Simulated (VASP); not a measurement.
VASP runs on RuSe (a trial cell in the WC structure, space group P-6m2) share one base input (PBE GGA, plane waves, VASP's PBE PAW potentials (set 64)) and change the settings named in each case.

POSCAR:
```
RuSe
3.3300590
  1.0000000000   0.0000000000   0.0000000000
 -0.5000001501   0.8660254968   0.0000000000
  0.0000000000   0.0000000000   0.9759505763
Ru Se
1 1
Direct
  0.0000000000   0.0000000000   0.0000000000
  0.6666670000   0.3333330000   0.5000000000
```

**KPOINTS**
```
Automatic mesh
0
G
8 8 7
0 0 0
```

INCAR:
```
ALGO=Normal
EDIFF=1E-6
ENCUT=400
GGA=PE
ISIF=2
ISMEAR=0
LASPH=T
LCHARG=F
LMAXMIX=4
LREAL=F
LWAVE=F
NELM=100
PREC=Accurate
SIGMA=0.05
SYSTEM=RuSe
```

POTCAR, in this order: Ru_pv Se (PBE.64 set). Program: vasp_std.

```json
[
 {"change": "base run", "E(σ→0) (eV/atom)": "-5.9487", "pressure (GPa)": "12.49", "−TS (eV)": "-0.0028"},
 {"change": "GGA removed, LMIXTAU = .TRUE., METAGGA = R2SCAN", "E(σ→0) (eV/atom)": "-19.5001", "pressure (GPa)": "10.19", "−TS (eV)": "-0.0024"},
 {"change": "GGA = RP", "E(σ→0) (eV/atom)": "-5.4154", "pressure (GPa)": "15.52", "−TS (eV)": "-0.0028"},
 {"change": "AGGAC = 0.0, GGA = BO, LUSE_VDW = .TRUE., PARAM1 = 0.1833333333, PARAM2 = 0.22", "E(σ→0) (eV/atom)": "-3.4915", "pressure (GPa)": "14.84", "−TS (eV)": "-0.0025"},
 {"change": "GGA = 91", "E(σ→0) (eV/atom)": "-5.9574", "pressure (GPa)": "13.61", "−TS (eV)": "-0.0028"},
 {"change": "IVDW = 13", "E(σ→0) (eV/atom)": "-6.4752", "pressure (GPa)": "7.43", "−TS (eV)": "-0.0028"},
 {"change": "GGA = AM", "E(σ→0) (eV/atom)": "-6.3803", "pressure (GPa)": "3.96", "−TS (eV)": "-0.0031"}
]
```
 Energies of different potentials or functionals have different zeros.

Left out are runs that ran out of time, are held back, or changed the cell or the kind of run, fixed moments of cells without a moment, rows past the twelfth, gaps on odd meshes, pressures of charged cells and columns that move by less than the noise.

The structure was generated: RuSe was put into the WC type (P-6m2), which need not be its known phase. The cell was not relaxed at this level.
